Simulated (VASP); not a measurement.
Given:

```xyz
1
Lattice="-1.5875 1.5875 1.5875 1.5875 -1.5875 1.5875 1.5875 1.5875 -1.5875" Properties=species:S:1:pos:R:3 pbc="T T T"
W      0.0000     0.0000     0.0000
```

All values below come from TPSS meta-GGA, VASP's PBE PAW potentials (set 64) (plane waves; VASP). Run with 520 eV cut-off, 18×18×18 Γ-centred mesh, tetrahedra with Blöchl corrections, potentials W_sv.

Question: Give the energies of bands 5 to 10 at the high-symmetry points, in eV from the Fermi level.

Answer: 
| band | Γ | H | N | P |
|---|---|---|---|---|
| 5 | -9.58 | -5.84 | -6.26 | -3.00 |
| 6 | -1.25 | -5.84 | -3.57 | -3.00 |
| 7 | -1.25 | 5.08 | 0.58 | -3.00 |
| 8 | -1.25 | 5.08 | 2.13 | 3.27 |
| 9 | 2.22 | 5.08 | 3.10 | 3.27 |
| 10 | 2.22 | 8.21 | 6.04 | 6.68 |

It has no gap at this level: it comes out as a metal or semimetal.

The compound is W in the bcc structure. It was relaxed first.
